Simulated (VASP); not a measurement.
# A VASP study of MnCO3 (Rhodochrosite) (rev-vdW-DF2 + U): structure first, properties next, part 2 of 9

Wanted: the relaxed cell of MnCO3 (Rhodochrosite) and its properties. The start is a cell from a database of measured crystal structures.

VASP 6.6.1; rev-vdW-DF2, DFT+U (Mn d 5 eV), spin-polarised from a ferromagnetic start; plane waves and PAW (Mn_pv, C, O).

So far: The structure; Relaxing cell and atoms (rev-vdW-DF2 + U).

### 2. Relaxing cell and atoms (rev-vdW-DF2 + U) (continued)

OUTCAR, selected parts (step 2):

```text
ion  position               nearest neighbor table
   1  0.000  0.000  0.000-   7 2.19  10 2.19   8 2.19   5 2.19   9 2.19   6 2.19
   2  0.500  0.500  0.500-   6 2.19   9 2.19   8 2.19   5 2.19   7 2.19  10 2.19
   3  0.250  0.250  0.750-   6 1.29   7 1.29   5 1.29
   4  0.750  0.750  0.250-   9 1.29  10 1.29   8 1.29
   5  0.520  0.980  0.750-   3 1.29   2 2.19   1 2.19
   6  0.250  0.520  0.750-   3 1.29   2 2.19   1 2.19
   7  0.980  0.250  0.750-   3 1.29   1 2.19   2 2.19
   8  0.480  0.020  0.250-   4 1.29   2 2.19   1 2.19
   9  0.750  0.480  0.250-   4 1.29   2 2.19   1 2.19
  10  0.020  0.750  0.250-   4 1.29   1 2.19   2 2.19

  LATTYP: Found a trigonal (rhomboedric) cell.
 ALAT       =     5.8974264726
 COS(alpha) =     0.6724875580

 Subroutine GETGRP returns: Found 12 space group operations
 (whereof  6 operations were pure point group operations)

The static configuration has the point symmetry S_6 .
 The point group associated with its full space group is D_3d.

 Found     19 irreducible k-points:

   k-points           NKPTS =     19   k-points in BZ     NKDIM =     19   number of bands    NBANDS=     55

   dimension x,y,z NGX =    36 NGY =   36 NGZ =   48
   dimension x,y,z NGXF=    72 NGYF=   72 NGZF=   96

   ENCUT  =  520.0 eV  38.22 Ry    6.18 a.u.   8.87  8.87 10.97*2*pi/ulx,y,z

   NELECT =      70.0000    total number of electrons

 k-points in reciprocal lattice and weights: Automatic mesh
   0.00000000  0.00000000  0.00000000       0.008
   0.20000000  0.00000000  0.00000000       0.048
   0.40000000  0.00000000  0.00000000       0.048
   0.20000000  0.20000000  0.00000000       0.048
   0.40000000  0.20000000  0.00000000       0.096
  -0.40000000  0.20000000 -0.00000000       0.096
  -0.20000000  0.20000000  0.00000000       0.048
   0.40000000  0.40000000  0.00000000       0.048
  -0.40000000  0.40000000  0.00000000       0.048
[...]
0.00000000  0.00000000  0.40000000       0.016
   0.20000000  0.00000000  0.40000000       0.048

atom =   1  type =  1  l = 2

 onsite density matrix

spin component  1

  0.9551  0.0135 -0.0000  0.0093  0.0000
  0.0135  0.9693 -0.0000 -0.0000  0.0093
 -0.0000 -0.0000  0.9457  0.0000 -0.0000
  0.0093 -0.0000  0.0000  0.9693 -0.0135
  0.0000  0.0093 -0.0000 -0.0135  0.9551

spin component  2

  0.0257  0.0193  0.0000  0.0153 -0.0000
  0.0193  0.0445 -0.0000 -0.0000  0.0153
  0.0000 -0.0000  0.0128  0.0000 -0.0000
  0.0153 -0.0000  0.0000  0.0445 -0.0193
 -0.0000  0.0153 -0.0000 -0.0193  0.0257

 occupancies and eigenvectors

  o =  0.0088  v =  0.0000  0.0000  0.0000  0.0000  0.0000  0.6437 -0.5669  0.0000  0.0021  0.5141      0.0000  0.0000  0.0000  0.0000  0.0000  0.0000  0.0000  0.0000  0.0000  0.0000
  o =  0.0088  v =  0.0000  0.0000  0.0000  0.0000  0.0000 -0.5141  0.0021  0.0000  0.5669  0.6437      0.0000  0.0000  0.0000  0.0000  0.0000  0.0000  0.0000  0.0000  0.0000  0.0000
  o =  0.0128  v =  0.0000  0.0000  0.0000  0.0000  0.0000 -0.0000  0.0000  1.0000 -0.0000 -0.0000      0.0000  0.0000  0.0000  0.0000  0.0000  0.0000  0.0000  0.0000  0.0000  0.0000
  o =  0.0614  v =  0.0000  0.0000  0.0000  0.0000  0.0000 -0.4442 -0.8238  0.0000  0.0001 -0.3522      0.0000  0.0000  0.0000  0.0000  0.0000  0.0000  0.0000  0.0000  0.0000  0.0000
  o =  0.0614  v =  0.0000  0.0000  0.0000  0.0000  0.0000  0.3522  0.0001  0.0000  0.8238 -0.4442      0.0000  0.0000  0.0000  0.0000  0.0000  0.0000  0.0000  0.0000  0.0000  0.0000
  o =  0.9443  v =  0.6885 -0.5490  0.0000 -0.0000  0.4738  0.0000  0.0000  0.0000  0.0000  0.0000      0.0000  0.0000  0.0000  0.0000  0.0000  0.0000  0.0000  0.0000  0.0000  0.0000
  o =  0.9443  v = -0.4738 -0.0000  0.0000  0.5490  0.6885  0.0000  0.0000  0.0000  0.0000  0.0000      0.0000  0.0000  0.0000  0.0000  0.0000  0.0000  0.0000  0.0000  0.0000  0.0000
  o =  0.9457  v = -0.0000 -0.0000 -1.0000  0.0000  0.0000  0.0000  0.0000  0.0000  0.0000  0.0000      0.0000  0.0000  0.0000  0.0000  0.0000  0.0000  0.0000  0.0000  0.0000  0.0000
  o =  0.9801  v = -0.4523 -0.8358  0.0000 -0.0000 -0.3113  0.0000  0.0000  0.0000  0.0000  0.0000      0.0000  0.0000  0.0000  0.0000  0.0000  0.0000  0.0000  0.0000  0.0000  0.0000
  o =  0.9801  v =  0.3113 -0.0000  0.0000  0.8358 -0.4523  0.0000  0.0000  0.0000  0.0000  0.0000      0.0000  0.0000  0.0000  0.0000  0.0000  0.0000  0.0000  0.0000  0.0000  0.0000

atom =   2  type =  1  l = 2

 onsite density matrix

spin component  1

  0.9551 -0.0135 -0.0000  0.0093 -0.0000
 -0.0135  0.9693 -0.0000  0.0000  0.0093
 -0.0000 -0.0000  0.9457 -0.0000 -0.0000
  0.0093  0.0000 -0.0000  0.9693  0.0135
 -0.0000  0.0093 -0.0000  0.0135  0.9551

spin component  2

  0.0257 -0.0193 -0.0000  0.0153  0.0000
 -0.0193  0.0445 -0.0000  0.0000  0.0153
 -0.0000 -0.0000  0.0128 -0.0000 -0.0000
  0.0153  0.0000 -0.0000  0.0445  0.0193
  0.0000  0.0153 -0.0000  0.0193  0.0257

 occupancies and eigenvectors

  o =  0.0088  v =  0.0000  0.0000  0.0000  0.0000  0.0000  0.6398  0.5669 -0.0000  0.0064 -0.5190      0.0000  0.0000  0.0000  0.0000  0.0000  0.0000  0.0000  0.0000  0.0000  0.0000
  o =  0.0088  v =  0.0000  0.0000  0.0000  0.0000  0.0000 -0.5190 -0.0064 -0.0000  0.5669 -0.6398      0.0000  0.0000  0.0000  0.0000  0.0000  0.0000  0.0000  0.0000  0.0000  0.0000
  o =  0.0128  v =  0.0000  0.0000  0.0000  0.0000  0.0000  0.0000  0.0000  1.0000  0.0000 -0.0000      0.0000  0.0000  0.0000  0.0000  0.0000  0.0000  0.0000  0.0000  0.0000  0.0000
  o =  0.0614  v =  0.0000  0.0000  0.0000  0.0000  0.0000 -0.4443  0.8238 -0.0000 -0.0001  0.3521      0.0000  0.0000  0.0000  0.0000  0.0000  0.0000  0.0000  0.0000  0.0000  0.0000
  o =  0.0614  v =  0.0000  0.0000  0.0000  0.0000  0.0000  0.3521  0.0001 -0.0000  0.8238  0.4443      0.0000  0.0000  0.0000  0.0000  0.0000  0.0000  0.0000  0.0000  0.0000  0.0000
  o =  0.9443  v =  0.6885  0.5490 -0.0000 -0.0000 -0.4738  0.0000  0.0000  0.0000  0.0000  0.0000      0.0000  0.0000  0.0000  0.0000  0.0000  0.0000  0.0000  0.0000  0.0000  0.0000
  o =  0.9443  v = -0.4738  0.0000 -0.0000  0.5490 -0.6885  0.0000  0.0000  0.0000  0.0000  0.0000      0.0000  0.0000  0.0000  0.0000  0.0000  0.0000  0.0000  0.0000  0.0000  0.0000
  o =  0.9457  v =  0.0000 -0.0000 -1.0000 -0.0000  0.0000  0.0000  0.0000  0.0000  0.0000  0.0000      0.0000  0.0000  0.0000  0.0000  0.0000  0.0000  0.0000  0.0000  0.0000  0.0000
  o =  0.9801  v = -0.4523  0.8358 -0.0000 -0.0000  0.3113  0.0000  0.0000  0.0000  0.0000  0.0000      0.0000  0.0000  0.0000  0.0000  0.0000  0.0000  0.0000  0.0000  0.0000  0.0000
  o =  0.9801  v =  0.3113  0.0000 -0.0000  0.8358  0.4523  0.0000  0.0000  0.0000  0.0000  0.0000      0.0000  0.0000  0.0000  0.0000  0.0000  0.0000  0.0000  0.0000  0.0000  0.0000

 average (electrostatic) potential at core
       1 -69.7502       2 -69.7502       3 -54.3051       4 -54.3051       5 -72.1090
       6 -72.1090       7 -72.1090       8 -72.1090       9 -72.1090      10 -72.1090

 E-fermi :   3.5524

 spin component 1
 k-point     1 :       0.0000    0.0000    0.0000
  band No.  band energies     occupation
    ...
     36       1.5151      1.00000
     37       1.5151      1.00000
     38       1.5151      1.00000
     39       2.9551      1.00000
     40       2.9551      1.00000
     41       7.0744      0.00000
     42       7.4778      0.00000
     43       7.6404      0.00000
     44      11.5860      0.00000
     45      13.1320      0.00000
    ...

 k-point     2 :       0.2000    0.0000    0.0000
  band No.  band energies     occupation
    ...
     36       1.5117      1.00000
     37       1.7725      1.00000
     38       1.9867      1.00000
     39       2.7899      1.00000
     40       2.9634      1.00000
     41       7.5440      0.00000
     42       7.6602      0.00000
     43       7.8942      0.00000
     44      12.0002      0.00000
     45      12.2701      0.00000
    ...

 k-point     3 :       0.4000    0.0000    0.0000
  band No.  band energies     occupation
    ...
     36       1.6182      1.00000
     37       2.3006      1.00000
     38       2.3275      1.00000
     39       2.6618      1.00000
     40       2.9319      1.00000
     41       7.7911      0.00000
     42       7.8844      0.00000
     43       9.1564      0.00000
     44      10.6492      0.00000
     45      12.0715      0.00000
    ...

 k-point     4 :       0.2000    0.2000    0.0000
  band No.  band energies     occupation
    ...
     36       1.4720      1.00000
     37       1.6385      1.00000
     38       1.9973      1.00000
     39       2.6618      1.00000
     40       2.9923      1.00000
     41       7.4558      0.00000
     42       7.6598      0.00000
     43       8.1162      0.00000
     44      11.6694      0.00000
     45      12.4670      0.00000
    ...

 k-point     5 :       0.4000    0.2000    0.0000
  band No.  band energies     occupation
    ...
     36       1.6844      1.00000
     37       1.7599      1.00000
     38       2.2962      1.00000
     39       2.4714      1.00000
     40       3.0852      1.00000
     41       7.7743      0.00000
     42       7.8878      0.00000
     43       9.0146      0.00000
     44      11.1812      0.00000
     45      11.7420      0.00000
    ...

 k-point     6 :      -0.4000    0.2000   -0.0000
  band No.  band energies     occupation
    ...
     36       1.5388      1.00000
     37       1.8948      1.00000
     38       2.0318      1.00000
     39       2.9147      1.00000
     40       3.0391      1.00000
     41       7.9780      0.00000
     42       8.0117      0.00000
     43       9.9309      0.00000
     44      10.2463      0.00000
     45      11.4626      0.00000
    ...

Total vdW correction in eV:     12.6161160

  Total        0.0124395      0.0124395      0.0191161      0.0000000      0.0000000      0.0000000
  in kB        0.1907057      0.1907057      0.2930637      0.0000000      0.0000000      0.0000000
  external PRESSURE =       0.2248250 kB  Pullay stress =       0.0000000 kB

  energy-cutoff  :      520.00
  volume of cell :      104.51
      direct lattice vectors                 reciprocal lattice vectors
     2.410989472  4.175956263 -0.000000000     0.207383734  0.119733055  0.064226153
    -2.410989472  4.175956263 -0.000000000    -0.207383734  0.119733055  0.064226153
     0.000000000 -2.783970842  5.189993786     0.000000000  0.000000000  0.192678458

 POSITION                                       TOTAL-FORCE (eV/Angst)
 -----------------------------------------------------------------------------------
      0.00000      0.00000      0.00000        -0.000000     -0.000000     -0.000000
      0.00000      2.78397      2.59500        -0.000000     -0.000000     -0.000000
      0.00000      0.00000      3.89250        -0.000000     -0.000000      0.000000
      0.00000      5.56794      1.29750        -0.000000     -0.000000     -0.000000
     -1.11323      4.17596      3.89250        -0.003868     -0.000000     -0.000000
     -0.64888      1.12389      3.89250         0.001934     -0.003350      0.000000
      1.76211      3.05206      3.89250         0.001934      0.003350     -0.000000
      1.11323      1.39199      1.29750         0.003868     -0.000000      0.000000
      0.64888      4.44405      1.29750        -0.001934      0.003350     -0.000000
     -1.76211      2.51588      1.29750        -0.001934     -0.003350      0.000000
 -----------------------------------------------------------------------------------
    total drift:                               -0.000000      0.000000      0.000000

  FREE ENERGIE OF THE ION-ELECTRON SYSTEM (eV)
  ---------------------------------------------------
  free  energy   TOTEN  =       -62.4312759276 eV

  energy  without entropy=      -62.4312759276  energy(sigma->0) =      -62.43127593

Total vdW correction in eV:     12.6161228

 reached required accuracy - stopping structural energy minimisation

 total charge
# of ion       s       p       d       tot
------------------------------------------
    1        0.178   6.154   4.929  11.262
    2        0.178   6.154   4.929  11.262
    3        0.842   1.685   0.000   2.527
    4        0.842   1.685   0.000   2.527
    5        1.556   3.596   0.000   5.152
    6        1.556   3.596   0.000   5.152
    7        1.556   3.596   0.000   5.152
    8        1.556   3.596   0.000   5.152
    9        1.556   3.596   0.000   5.152
   10        1.556   3.596   0.000   5.152
--------------------------------------------------
tot         11.379  37.252   9.859  58.490

 magnetization (x)
# of ion       s       p       d       tot
------------------------------------------
    1        0.022   0.020   4.631   4.673
    2        0.022   0.020   4.631   4.673
    3        0.003   0.018   0.000   0.021
    4        0.003   0.018   0.000   0.021
    5        0.006   0.022   0.000   0.028
    6        0.006   0.022   0.000   0.028
    7        0.006   0.022   0.000   0.028
    8        0.006   0.022   0.000   0.028
    9        0.006   0.022   0.000   0.028
   10        0.006   0.022   0.000   0.028
--------------------------------------------------
tot          0.084   0.211   9.262   9.558

[... 6 further parts left out ...]
```

CONTCAR:

```
MnCO3
   1.00000000000000
     2.4109894723880951    4.1759562626247826   -0.0000000000000000
    -2.4109894723880951    4.1759562626247826   -0.0000000000000000
     0.0000000000000000   -2.7839708417498548    5.1899937859334022
  Mn              C               O
     2     2     6
Direct
     0.0000000000000000    0.0000000000000000    0.0000000000000000
     0.5000000000000000    0.5000000000000000    0.5000000000000000
     0.2500000000000000    0.2500000000000000    0.7500000000000000
     0.7500000000000000    0.7500000000000000    0.2500000000000000
     0.5191346289352129    0.9808653710647871    0.7500000000000000
     0.2499999999999986    0.5191346289352112    0.7500000000000000
     0.9808653710647887    0.2500000000000014    0.7500000000000000
     0.4808653710647872    0.0191346289352129    0.2500000000000000
     0.7500000000000014    0.4808653710647886    0.2500000000000000
     0.0191346289352114    0.7499999999999986    0.2500000000000000
```

The magnetic state follows from one typed start and may not be the lowest. The gap is read on the k-mesh alone, so it is an upper bound where the band edges lie off the mesh. Direct gaps are counted within one spin. The PAW data sets were made with PBE, which is usual practice but a small mismatch for other functionals. The run keeps the 12 symmetry operations of its start, so it cannot find a distortion of lower symmetry.

Step by step:

```
step  energy less that of the first step (eV)  largest force (eV/Å)  pressure (GPa)  volume (Å³)
   1                                   0.0000                0.6431            4.25       102.87
   2                                   0.2988                2.3699           -9.71       106.97
   3                                  -0.0288                0.1527            0.66       103.77
   4                                  -0.0288                0.1296            0.77       103.74
   5                                  -0.0337                0.0515            0.13       104.49
   6                                  -0.0342                0.0107           -0.20       104.89
   7                                  -0.0342                0.0144           -0.18       104.85
   8                                  -0.0347                0.0254            0.02       104.74
   9                                  -0.0349                0.0627            0.20       104.64
  10                                  -0.0350                0.0498            0.17       104.63
  11                                  -0.0354                0.0128            0.05       104.59
  12                                  -0.0353                0.0616           -0.18       104.50
  13                                  -0.0355                0.0189           -0.04       104.55
  14                                  -0.0355                0.0141           -0.02       104.54
  15                                  -0.0355                0.0039            0.02       104.51
```

```
conventional cell, symmetrised  before   after  change
                         a (Å)   4.773   4.822  +1.0 %
                         b (Å)   4.773   4.822  +1.0 %
                         c (Å)  15.642  15.570  -0.5 %
              volume (Å³/atom)   10.29   10.45  +1.6 %
```

The relaxed structure:

```xyz
10
Lattice="2.4110 4.1760 0.0000 -2.4110 4.1760 0.0000 0.0000 -2.7840 5.1900" Properties=species:S:1:pos:R:3 pbc="T T T"
Mn    0.0000    0.0000    0.0000
Mn    0.0000    2.7840    2.5950
C     0.0000    0.0000    3.8925
C     0.0000    5.5679    1.2975
O    -1.1132    4.1760    3.8925
O    -0.6489    1.1239    3.8925
O     1.7621    3.0521    3.8925
O     1.1132    1.3920    1.2975
O     0.6489    4.4440    1.2975
O    -1.7621    2.5159    1.2975
```

This step gave:

* electrons: 70
* bands: 55
* irreducible k-points: 19
* symmetry operations: 12
* free energy (TOTEN): -62.4313 eV
* Fermi energy: 3.552 eV
* pressure: 0.02248 GPa
* moment of the cell, from the last line of the log: 10 μB
* metallic: no
* valence top at k: 0.4, 0.4, 0
* conduction bottom at k: 0, 0, 0.2
* least direct gap on the k-mesh, within one spin: 4.058 eV
* SCF cycles over all ionic steps: 124
* gap on the k-mesh: 3.648 eV

Spin moment in the PAW sphere by atom:

```
atom  spin moment in the PAW sphere (μB)
 Mn1                                4.67
 Mn2                                4.67
  C3                                0.02
  C4                                0.02
  O5                                0.03
  O6                                0.03
  O7                                0.03
  O8                                0.03
  O9                                0.03
 O10                                0.03
```

It ends with a largest force of 0.004 eV/Å and a pressure of 0.02 GPa. The volume lies +1.6 % from that of the database's start.

[end of part 2 of 9]

[Lines on the potential files, build, host, timing and source positions are cut from VASP's logs without a mark.]

[Logs are printed without paths, hosts, clocks, repeated set-up lines and the standing remarks that a program may print on its own settings, such as how far it seeks lower states.]

[Hosts, paths, dates, database ids (printed as entryN), source tags and the programs' standing remarks are cut or masked in the printed files.]

[A measured line is paired with the nearest computed mode of its activity, which favours agreement.]
